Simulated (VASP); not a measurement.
Here is the system:

```yaml
crystal:
  lattice:
    - [2.33744, -4.04856, 0.00000]
    - [2.33744, 4.04856, 0.00000]
    - [0.00000, 0.00000, 7.63570]
  atoms:
    - { symbol: Ag, position: [0.66667, 0.33333, 0.50011] }
    - { symbol: Ag, position: [0.33333, 0.66667, 0.00011] }
    - { symbol: I, position: [0.66667, 0.33333, 0.87489] }
    - { symbol: I, position: [0.33333, 0.66667, 0.37489] }
```

These are PBE GGA, VASP's PBE PAW potentials (set 64) (plane waves; VASP 6.6.1) values and carry that method's errors. Run with 400 eV cut-off, 6×6×4 Γ-centred mesh, tetrahedra with Blöchl corrections, potentials Ag I.

Unless said otherwise, spin-orbit coupling is left out, though it shifts the bands of the heavy elements here.

**Question.** What does the run give for the energy per atom (σ→0), band gap (on the k-mesh) with the smallest direct gap where there is one?

**Answer.** 
The band gap (on the k-mesh) is 1.37 eV, the smallest direct gap (on the k-mesh) comes out as 1.37 eV and the energy per atom (σ→0) comes out as -2.395 eV/atom.

Only differences to runs with the same potentials and settings are physical.

The compound is AgI in the wurtzite structure. It was relaxed first, which changed the volume by +5 %.
